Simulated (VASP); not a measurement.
VASP runs on WC (space group P-6m2) share one base input (PBE GGA, plane waves, VASP's PBE PAW potentials (set 64)) and change the settings named in each case.

### POSCAR
```
WC
1
    1.4550000000    -2.5201340000     0.0000000000
    1.4550000000     2.5201340000     0.0000000000
    0.0000000000     0.0000000000     2.8400000000
W C
1 1
Direct
  0.0000000000   0.0000000000   0.0000000000
  0.3333330000   0.6666670000   0.5000000000
```

**INCAR**
```
# general
SYSTEM =WC
PREC   =Accurate
ENCUT  =400
LREAL  =.FALSE.   # projection in real space or not
LASPH  =.TRUE.

# electronic loop
EDIFF  =1E-6   # SCF stop (eV)
NELM   =100   # most electronic steps
ALGO   =Normal   # blocked Davidson
LMAXMIX=6

# smearing
ISMEAR =0
SIGMA  =0.272

# functional
GGA    =PE   # PBE

# ions
ISIF   =2

# output
LWAVE  =.FALSE.
LCHARG =.FALSE.
```

KPOINTS:
```
Automatic mesh
0
Gamma
17 17 15
0 0 0
```

POTCAR, in this order: W_sv C (PBE.64 set). Program: vasp_std.

```tsv
change	E(σ→0) (eV/atom)	pressure (GPa)	−TS (eV)
base run	-11.2254	4.17	-0.0107
GGA removed, POTCAR W_sv C (LDA.64 set)	-12.3477	-9.74	-0.0113
GGA_COMPAT = .FALSE., LNONCOLLINEAR = .TRUE., LSORBIT = .TRUE., MAGMOM = 0.0 0.0 0.0 0.0 0.0 0.0, program vasp_ncl	-11.6014	___	___
KPOINTS 3×3×3 Γ-centred mesh	-11.0708	9.17	-0.0090
```

Problem. Some entries are withheld; supply them.

Solution. 
- GGA_COMPAT = .FALSE., LNONCOLLINEAR = .TRUE., LSORBIT = .TRUE., MAGMOM = 0.0 0.0 0.0 0.0 0.0 0.0, program vasp_ncl, pressure (GPa): 4.86
- GGA_COMPAT = .FALSE., LNONCOLLINEAR = .TRUE., LSORBIT = .TRUE., MAGMOM = 0.0 0.0 0.0 0.0 0.0 0.0, program vasp_ncl, −TS (eV): -0.0111

Energies of different potentials or functionals have different zeros.  Unless said otherwise, spin-orbit coupling is left out, though it shifts the bands of the heavy elements here. At 400 eV the pressure can carry a Pulay error.

Left out are runs that ran out of time, are held back, or changed the cell or the kind of run, fixed moments of cells without a moment, rows past the twelfth, gaps on odd meshes, pressures of charged cells and columns that move by less than the noise.

The structure is a typed WC crystal. The cell was not relaxed at this level.
